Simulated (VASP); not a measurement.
Runs of VASP 6.6.1 on BAs. The cell holds a slab with vacuum, 8 atoms: a = 3.378 Å, b = 3.378 Å, c = 23.964 Å, α = 90.00°, β = 90.00°, γ = 120.00°. 

```tsv
task	level	cell	smearing	atoms held fixed (from 0)	gap on the mesh (eV)	largest force (eV/Å)
relaxation of the atoms	PBE	atoms relaxed from: the (1 1 1) slab of BAs, cut from the database cell, not relaxed	gaussian 0.05 eV	[0, 4, 1, 5]	none	-
work function	PBE	the (1 1 1) slab of BAs, cut from the database cell, not relaxed	gaussian 0.05 eV	-	none	(a)
relaxation of the atoms	PBE+TS	atoms relaxed from: the (1 1 1) slab of BAs, cut from the database cell, not relaxed	gaussian 0.05 eV	[0, 4, 1, 5]	none	-
single point	PBE	the (1 1 1) slab of BAs, cut from the database cell, not relaxed	fermi-dirac 0.05 eV	-	none	2.29
relaxation of the atoms	BLYP+D3(BJ)	atoms relaxed from: the (1 1 1) slab of BAs, cut from the database cell, not relaxed	tetrahedron	-	none	-
```

Alike in all rows: potentials or basis VASP PAW PBE potentials, release 64 (As, B); no spin polarisation; k mesh 9 × 9 × 1; cutoff (eV) 520.

Task: Estimate the missing entries.

Result: (a) 2.27.

Caveats: atom-pairwise D2, TS and ULG terms overbind metals (some runs); the PAW data sets were made with another functional, which shifts forces and pressure a little (some runs); tetrahedron occupations give inexact forces and stress in metals (some runs).

A k mesh can miss the band edges, and the runs leave out spin-orbit coupling on As.

A gap of «none» marks a metal or a gap under the smearing width.
